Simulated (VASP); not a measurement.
Output of a VASP run:

File OUTCAR:
```
 ion  position               nearest neighbor table
   1  0.000  0.000  0.000-   2 2.94   2 2.94   2 2.94   2 2.94   2 2.94   2 2.94
   2  0.500  0.500  0.500-   1 2.94   1 2.94   1 2.94   1 2.94   1 2.94   1 2.94
  LATTYP: Found a face centered cubic cell.
 ALAT       =     5.8773560000
 Subroutine PRICEL returns:
 Original cell was already a primitive cell.
 Subroutine GETGRP returns: Found 48 space group operations
The static configuration has the point symmetry O_h .
The dynamic configuration has the point symmetry O_h .
 Subroutine INISYM returns: Found 48 space group operations
 Subroutine IBZKPT returns following result:
 Found     20 irreducible k-points:

 Following reciprocal coordinates:
            Coordinates               Weight
  0.000000  0.000000  0.000000      1.000000
  0.142857  0.000000  0.000000      8.000000
  0.285714  0.000000  0.000000      8.000000
  0.428571  0.000000  0.000000      8.000000
  0.142857  0.142857  0.000000      6.000000
  0.285714  0.142857  0.000000     24.000000
  0.428571  0.142857  0.000000     24.000000
 -0.428571  0.142857  0.000000     24.000000
 -0.285714  0.142857  0.000000     24.000000
 -0.142857  0.142857  0.000000     12.000000
  0.285714  0.285714  0.000000      6.000000
  0.428571  0.285714  0.000000     24.000000
 -0.428571  0.285714  0.000000     24.000000
 -0.285714  0.285714  0.000000     12.000000
  0.428571  0.428571  0.000000      6.000000
 -0.428571  0.428571  0.000000     12.000000
  0.428571  0.285714  0.142857     24.000000
 -0.428571  0.285714  0.142857     48.000000
 -0.428571  0.428571  0.142857     24.000000
 -0.285714  0.428571  0.142857     24.000000
   k-points           NKPTS =     20   k-points in BZ     NKDIM =     20   number of bands    NBANDS=     13
   number of dos      NEDOS =    301   number of ions     NIONS =      2
   total plane-waves  NPLWV =  21952
   dimension x,y,z NGX =    28 NGY =   28 NGZ =   28
   dimension x,y,z NGXF=    56 NGYF=   56 NGZF=   56
   ions per type =               1   1
   PREC   = accura    normal or accurate (medium, high low for compatibility)
   ISTART =      0    job   : 0-new  1-cont  2-samecut
   ICHARG =      2    charge: 1-file 2-atom 10-const
   ISPIN  =      1    spin polarized calculation?
   LNONCOLLINEAR =      F non collinear calculations
   LSORBIT =      F    spin-orbit coupling
   INIWAV =      1    electr: 0-lowe 1-rand  2-diag
   ENCUT  =  400.0 eV  29.40 Ry    5.42 a.u.   6.78  6.78  6.78*2*pi/ulx,y,z
   NELM   =    100;   NELMIN=  2; NELMDL= -5     # of ELM steps
   EDIFF  = 0.1E-05   stopping-criterion for ELM
   LREAL  =      F    real-space projection
   NLSPLINE    = F    spline interpolate recip. space projectors
   LMAXMIX     =    4 max onsite mixed and CHGCAR
   VOSKOWN=      0    Vosko Wilk Nusair interpolation
   EDIFFG = -.1E-01   stopping-criterion for IOM
   NSW    =     60    number of steps for IOM
   NBLOCK =      1;   KBLOCK =     60    inner block; outer block
   IBRION =      2    ionic relax: 0-MD 1-quasi-New 2-CG
   NFREE  =      1    steps in history (QN), initial steepest desc. (CG)
   ISIF   =      3    stress and relaxation
   ISYM   =      2    0-nonsym 1-usesym 2-fastsym
   TEIN   =    0.0    initial temperature
   TEBEG  =    0.0;   TEEND  =   0.0 temperature during run
   SMASS  =  -3.00    Nose mass-parameter (am)
   PSTRESS=    0.0 pullay stress
   NELECT =      18.0000    total number of electrons
   EFERMI =   0.00;   METHOD = LEGACY
   ISMEAR =     0;   SIGMA  =   0.05  broadening in eV -4-tet -1-fermi 0-gaus
   IALGO  =     38    algorithm
   LDIAG  =      T    sub-space diagonalisation (order eigenvalues)
   IMIX   =      4    mixing-type and parameters
     AMIX     =   0.40;   BMIX     =  1.00
     AMIX_MAG =   1.60;   BMIX_MAG =  1.00
     AMIN     =   0.10
   METAGGA = R2SCAN    functional components
   VOSKOWN =     0    Vosko Wilk Nusair interpolation
   LHFCALC =     F    Hartree Fock is set to
   LHFONE  =     F    Hartree Fock one center treatment
...
```

File OSZICAR:
```
...
DAV:  18    -0.390323403476E+02   -0.66300E-05   -0.28197E-06   525   0.213E-02    0.229E-03
DAV:  19    -0.390323399368E+02    0.41078E-06   -0.66441E-07   270   0.116E-02
   1 F= -.39032340E+02 E0= -.39028718E+02  d E =-.390323E+02
       N       E                     dE             d eps       ncg     rms          rms(c)
DAV:   1    -0.454797087458E+02   -0.64474E+01   -0.14803E+02   550   0.157E+02    0.202E+01
DAV:   2    -0.394679537390E+02    0.60118E+01   -0.27607E+01   605   0.709E+01    0.645E+00
DAV:   3    -0.391045431048E+02    0.36341E+00   -0.24180E+00   679   0.139E+01    0.227E+00
DAV:   4    -0.390674565491E+02    0.37087E-01   -0.71842E-01   728   0.826E+00    0.172E+00
DAV:   5    -0.391003389371E+02   -0.32882E-01   -0.59638E-02   660   0.221E+00    0.158E+00
DAV:   6    -0.391155051761E+02   -0.15166E-01   -0.16479E-02   847   0.130E+00    0.773E-01
DAV:   7    -0.391439707400E+02   -0.28466E-01   -0.10332E-01   742   0.231E+00    0.288E-01
DAV:   8    -0.391451456796E+02   -0.11749E-02   -0.92441E-03   570   0.744E-01    0.356E-01
DAV:   9    -0.391452058527E+02   -0.60173E-04   -0.22314E-03   530   0.684E-01    0.344E-01
DAV:  10    -0.391463791005E+02   -0.11732E-02   -0.22238E-03   692   0.474E-01    0.479E-01
DAV:  11    -0.391445267139E+02    0.18524E-02   -0.21192E-03   520   0.753E-01    0.580E-01
DAV:  12    -0.391463564275E+02   -0.18297E-02   -0.29294E-04   712   0.203E-01    0.656E-01
DAV:  13    -0.391462156823E+02    0.14075E-03   -0.24078E-05   676   0.558E-02    0.614E-01
DAV:  14    -0.391465734118E+02   -0.35773E-03   -0.28355E-05   709   0.497E-02    0.655E-01
DAV:  15    -0.391457279969E+02    0.84541E-03   -0.16118E-03   590   0.439E-01    0.225E-01
DAV:  16    -0.391457704818E+02   -0.42485E-04   -0.68013E-04   845   0.211E-01    0.437E-02
DAV:  17    -0.391458360586E+02   -0.65577E-04   -0.32564E-05   565   0.826E-02    0.151E-02
DAV:  18    -0.391458349443E+02    0.11143E-05   -0.55082E-06   803   0.221E-02    0.455E-03
DAV:  19    -0.391458344113E+02    0.53302E-06   -0.10529E-06   295   0.122E-02
   2 F= -.39145834E+02 E0= -.39142210E+02  d E =-.113494E+00
       N       E                     dE             d eps       ncg     rms          rms(c)
DAV:   1    -0.399972927328E+02   -0.85146E+00   -0.17586E+01   555   0.609E+01    0.755E+00
DAV:   2    -0.393068522259E+02    0.69044E+00   -0.61034E+00   619   0.315E+01    0.214E+00
DAV:   3    -0.391903312300E+02    0.11652E+00   -0.53269E-01   636   0.752E+00    0.898E-01
DAV:   4    -0.391774633211E+02    0.12868E-01   -0.12816E-01   656   0.265E+00    0.316E-01
DAV:   5    -0.391857614143E+02   -0.82981E-02   -0.50588E-02   676   0.185E+00    0.438E-01
DAV:   6    -0.391872718138E+02   -0.15104E-02   -0.22008E-03   655   0.403E-01    0.429E-01
DAV:   7    -0.391868125569E+02    0.45926E-03   -0.48851E-03   774   0.517E-01    0.284E-01
DAV:   8    -0.391929477421E+02   -0.61352E-02   -0.13121E-02   570   0.101E+00    0.201E-01
DAV:   9    -0.391931114184E+02   -0.16368E-03   -0.50131E-04   635   0.215E-01    0.237E-01
DAV:  10    -0.391930926571E+02    0.18761E-04   -0.54412E-05   600   0.919E-02    0.254E-01
DAV:  11    -0.391928118426E+02    0.28081E-03   -0.23388E-04   670   0.172E-01    0.139E-01
DAV:  12    -0.391931442626E+02   -0.33242E-03   -0.14513E-04   535   0.198E-01    0.102E-01
DAV:  13    -0.391931313770E+02    0.12886E-04   -0.14153E-05   655   0.404E-02    0.768E-02
DAV:  14    -0.391931321021E+02   -0.72506E-06   -0.65734E-06   571   0.377E-02
   3 F= -.39193132E+02 E0= -.39189505E+02  d E =-.160792E+00
```

OUTCAR:
```
------------------------ aborting loop because EDIFF is reached ----------------------------------------
  FORCE on cell =-STRESS in cart. coord.  units (eV):
  Direction    XX          YY          ZZ          XY          YZ          ZX
  --------------------------------------------------------------------------------------
  Total       -0.0198262     -0.0198262     -0.0198262      0.0000000     -0.0000000      0.0000000
  in kB       -0.7076226     -0.7076226     -0.7076226      0.0000000     -0.0000000      0.0000000
  external PRESSURE =      -0.7076226 kB  Pullay stress =       0.0000000 kB
  volume of cell :       44.89
      direct lattice vectors                 reciprocal lattice vectors
     0.000000000  2.820802561  2.820802561    -0.177254519  0.177254519  0.177254519
     2.820802561 -0.000000000  2.820802561     0.177254519 -0.177254519  0.177254519
     2.820802561  2.820802561  0.000000000     0.177254519  0.177254519 -0.177254519
 POSITION                                       TOTAL-FORCE (eV/Angst)
 -----------------------------------------------------------------------------------
      0.00000      0.00000      0.00000        -0.000000      0.000000      0.000000
      2.82080      2.82080      2.82080         0.000000     -0.000000     -0.000000
 -----------------------------------------------------------------------------------
    total drift:                                0.000000      0.000000      0.000000
  FREE ENERGIE OF THE ION-ELECTRON SYSTEM (eV)
  ---------------------------------------------------
  free  energy   TOTEN  =       -39.1931321021 eV

  energy  without entropy=      -39.1858769594  energy(sigma->0) =      -39.18950453

 reached required accuracy - stopping structural energy minimisation
```
(Selected blocks of OUTCAR.)

File POSCAR:
```
TiTe
1
    0.0000000000     2.9386780000     2.9386780000
    2.9386780000     0.0000000000     2.9386780000
    2.9386780000     2.9386780000     0.0000000000
Te Ti
1 1
Direct
  0.0000000000   0.0000000000   0.0000000000
  0.5000000000   0.5000000000   0.5000000000
```

Q: Write an INCAR and KPOINTS that could have produced this output.

A: One answer among several that fit: the input of the run itself, r2SCAN meta-GGA, plane waves, VASP's PBE PAW potentials (set 64).

**INCAR**
```
! general
SYSTEM   =  TiTe
PREC     =  Accurate
ENCUT    =  400   ! plane-wave cut-off (eV)
LREAL    =  .FALSE.   ! projection in real space or not
LASPH    =  .TRUE.

! electronic loop
EDIFF    =  1E-6   ! SCF stop (eV)
NELM     =  100   ! most electronic steps
ALGO     =  Normal   ! blocked Davidson
LMAXMIX  =  4   ! l cut-off of mixed one-centre charges
LMIXTAU  =  .TRUE.

! smearing
ISMEAR   =  0   ! Gaussian
SIGMA    =  0.05

! functional
METAGGA  =  R2SCAN

! ions
IBRION   =  2
NSW      =  60
ISIF     =  3   ! ions, shape and volume
EDIFFG   =  -0.01

! output
LWAVE    =  .FALSE.
LCHARG   =  .FALSE.
```

### KPOINTS
```
kpoints
0
Gamma
7 7 7
0 0 0
```

POTCAR, in this order: Te Ti_sv (PBE.64 set). Program: vasp_std.

Energy and stress use the plane-wave basis of the starting cell.

The structure was generated: TiTe was put into the rocksalt type (Fm-3m), which need not be its known phase. This run relaxes it. Symmetry was kept, so distortions that lower it aren't found. VASP warned that the highest band is occupied, so more bands are needed.
